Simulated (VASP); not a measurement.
Data:

```
CELL_PARAMETERS angstrom
      3.42584     0.00000     0.00000
     -1.71292     2.96686     0.00000
      0.00000     0.00000     5.38042
ATOMIC_POSITIONS crystal
  Ru 0.00000 0.00000 0.00000
  Ru 0.00000 0.00000 0.50000
  P  0.33333 0.66667 0.25000
  P  0.66667 0.33333 0.75000
```

Computed with LDA (Ceperley-Alder, Perdew-Zunger), VASP's LDA PAW potentials (set 64) (plane waves; VASP 6.6.1). Numerical set-up: 400 eV cut-off, 12×12×7 Γ-centred mesh, tetrahedra with Blöchl corrections, potentials Ru_pv P.

Predict the energy per atom (σ→0), band gap (on the k-mesh) with the smallest direct gap where there is one.

```json
{
 "band gap (on the k-mesh)": "none (metal, semimetal or under 0.01 eV)",
 "energy per atom (σ→0)": "-8.777 eV/atom"
}
```

The structure was generated: RuP was put into the NiAs type type (P6_3/mmc), which need not be its known phase. It was relaxed first, which changed the volume by -31 %.
